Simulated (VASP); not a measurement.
Here is the system:

```
MnS
1.0
    5.04792     2.51793     2.51793
    2.51793     5.04792     2.51793
    2.51793     2.51793     5.04792
Mn S
2 2
Direct
  0.00000   0.00000   0.00000
  0.50000   0.50000   0.50000
  0.25000   0.25000   0.25000
  0.75000   0.75000   0.75000
```
Starting moments (μB, in the order of the record's atoms Mn Mn S S): 4.1 -4.1 0.0 0.0.

Computed with PBE GGA with D4 dispersion, VASP's PBE PAW potentials (set 64) (plane waves; VASP). Settings: 520 eV cut-off, Gaussian smearing of 0.050 eV, potentials Mn_pv S.

Problem. Give the spin-up energies of bands 9 to 22 at the high-symmetry points, in eV from the valence-band maximum.

Solution. 
```json
[
 {"band": "9", "Γ": "-7.04", "T": "-5.14", "H2": "-6.07", "L": "-6.28", "S0": "-6.13", "F": "-7.06"},
 {"band": "10", "Γ": "-4.42", "T": "-4.58", "H2": "-6.00", "L": "-5.96", "S0": "-5.75", "F": "-6.00"},
 {"band": "11", "Γ": "-4.42", "T": "-4.16", "H2": "-5.18", "L": "-4.96", "S0": "-5.44", "F": "-4.39"},
 {"band": "12", "Γ": "-2.81", "T": "-4.16", "H2": "-5.06", "L": "-4.40", "S0": "-4.95", "F": "-4.32"},
 {"band": "13", "Γ": "-2.81", "T": "-2.87", "H2": "-4.23", "L": "-4.36", "S0": "-4.31", "F": "-3.34"},
 {"band": "14", "Γ": "-2.61", "T": "-2.87", "H2": "-4.03", "L": "-3.48", "S0": "-4.04", "F": "-3.30"},
 {"band": "15", "Γ": "-1.58", "T": "-2.78", "H2": "-2.46", "L": "-2.78", "S0": "-2.46", "F": "-3.19"},
 {"band": "16", "Γ": "-1.58", "T": "-2.78", "H2": "-2.25", "L": "-2.39", "S0": "-2.26", "F": "-2.40"},
 {"band": "17", "Γ": "-1.54", "T": "-2.23", "H2": "-2.19", "L": "-2.12", "S0": "-2.15", "F": "-2.21"},
 {"band": "18", "Γ": "-1.44", "T": "0.00", "H2": "-1.03", "L": "-0.67", "S0": "-1.08", "F": "-1.10"},
 {"band": "19", "Γ": "-1.44", "T": "0.00", "H2": "-0.71", "L": "-0.66", "S0": "-0.73", "F": "-0.49"},
 {"band": "20", "Γ": "1.03", "T": "0.92", "H2": "1.26", "L": "0.50", "S0": "1.22", "F": "0.60"},
 {"band": "21", "Γ": "1.03", "T": "0.92", "H2": "1.29", "L": "1.59", "S0": "1.38", "F": "1.68"},
 {"band": "22", "Γ": "1.18", "T": "1.00", "H2": "1.66", "L": "1.79", "S0": "1.61", "F": "1.80"}
]
```

Problem. Give the spin-down energies of bands 9 to 22 at the high-symmetry points, in eV from the valence-band maximum.

Solution. 
| band | Γ | T | H2 | L | S0 | F |
|---|---|---|---|---|---|---|
| 9 | -7.04 | -5.14 | -6.07 | -6.28 | -6.13 | -7.06 |
| 10 | -4.42 | -4.58 | -6.00 | -5.96 | -5.75 | -6.00 |
| 11 | -4.42 | -4.16 | -5.18 | -4.96 | -5.44 | -4.39 |
| 12 | -2.81 | -4.16 | -5.06 | -4.40 | -4.95 | -4.32 |
| 13 | -2.81 | -2.87 | -4.23 | -4.36 | -4.31 | -3.34 |
| 14 | -2.61 | -2.87 | -4.03 | -3.48 | -4.04 | -3.30 |
| 15 | -1.58 | -2.78 | -2.46 | -2.78 | -2.46 | -3.19 |
| 16 | -1.58 | -2.78 | -2.25 | -2.39 | -2.26 | -2.40 |
| 17 | -1.54 | -2.23 | -2.19 | -2.12 | -2.15 | -2.21 |
| 18 | -1.44 | 0.00 | -1.03 | -0.67 | -1.08 | -1.10 |
| 19 | -1.44 | 0.00 | -0.71 | -0.66 | -0.73 | -0.49 |
| 20 | 1.03 | 0.92 | 1.26 | 0.50 | 1.22 | 0.60 |
| 21 | 1.03 | 0.92 | 1.29 | 1.59 | 1.38 | 1.68 |
| 22 | 1.18 | 1.00 | 1.66 | 1.79 | 1.61 | 1.80 |

The gap is indirect, 0.50 eV, from the valence maximum at T to the conduction minimum at L.

The compound is MnS in the rock salt, AFM-II order structure. It was relaxed first, which changed the volume by -9 %.
